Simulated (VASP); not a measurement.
Input for VASP

INCAR:
```
LORBIT = 11   ! lm-projected
LCHARG = T
PREC = Accurate
LREAL = F   ! projection in real space or not
ISIF = 2   ! forces and stress, cell fixed
GGA = PS   ! PBEsol
NELM = 100
NEDOS = 601   ! DOS grid
LEFG = T
SYSTEM = GaAs4B3
EDIFF = 1E-7
LMAXMIX = 4   ! l cut-off of mixed one-centre charges
ALGO = Normal   ! blocked Davidson
ENCUT = 520   ! plane-wave cut-off (eV)
LASPH = T   ! aspherical one-centre terms
ISMEAR = -5   ! tetrahedra, Bloechl
LWAVE = F
```

POSCAR:
```
GaAs4B3
1
    5.0111162528     0.0000000000     0.0000000000
    0.0000000000     5.0111162528     0.0000000000
    0.0000000000     0.0000000000     5.0111162528
Ga As B
1 4 3
Direct
  0.0000000000   0.0000000000   0.0000000000
  0.2662400070   0.2662400070   0.2662400070
  0.7337599930   0.7337599930   0.2662400070
  0.7337599930   0.2662400070   0.7337599930
  0.2662400070   0.7337599930   0.7337599930
  0.5000000000   0.5000000000   0.0000000000
  0.5000000000   0.0000000000   0.5000000000
  0.0000000000   0.5000000000   0.5000000000
```

File KPOINTS:
```
K-points
0
G
5 5 5
0 0 0
```

POTCAR, in this order: Ga_d As B (PBE.64 set). Program: vasp_std.

Question: Translate this PBEsol calculation to Ansatz.

Answer: One equivalent input (not run):
Ansatz 0.2 input:
```yaml
crystal:
  lattice:
    - [5.0111163, 0.0000000, 0.0000000]
    - [0.0000000, 5.0111163, 0.0000000]
    - [0.0000000, 0.0000000, 5.0111163]
  atoms:
    - { symbol: Ga, position: [0.0000000, 0.0000000, 0.0000000] }
    - { symbol: As, position: [0.2662400, 0.2662400, 0.2662400] }
    - { symbol: As, position: [0.7337600, 0.7337600, 0.2662400] }
    - { symbol: As, position: [0.7337600, 0.2662400, 0.7337600] }
    - { symbol: As, position: [0.2662400, 0.7337600, 0.7337600] }
    - { symbol: B, position: [0.5000000, 0.5000000, 0.0000000] }
    - { symbol: B, position: [0.5000000, 0.0000000, 0.5000000] }
    - { symbol: B, position: [0.0000000, 0.5000000, 0.5000000] }
kpoints:
  mp_grid: { grid: [5, 5, 5] }
hamiltonian:
  xc: pbesol
  pseudopotentials: { kind: paw }
scf:
  occupations: { method: tetrahedron }
  max_iter: 100
output: { forces: true, stress: true, eigenvalues: true }
```
Limits of the translation: each code has its own PAW files, so the cut-off isn't converted (ENCUT is set for VASP's; basis.ecutwfc is left out, and Ansatz then takes the one that its files recommend); Ansatz stops its SCF on the density residual and VASP on the energy change (EDIFF); the field gradients of LEFG aren't asked of the other code.

The structure was generated: GaAs4B3 was put into an ordered model structure (P-43m), which need not be its known phase. It was relaxed first.
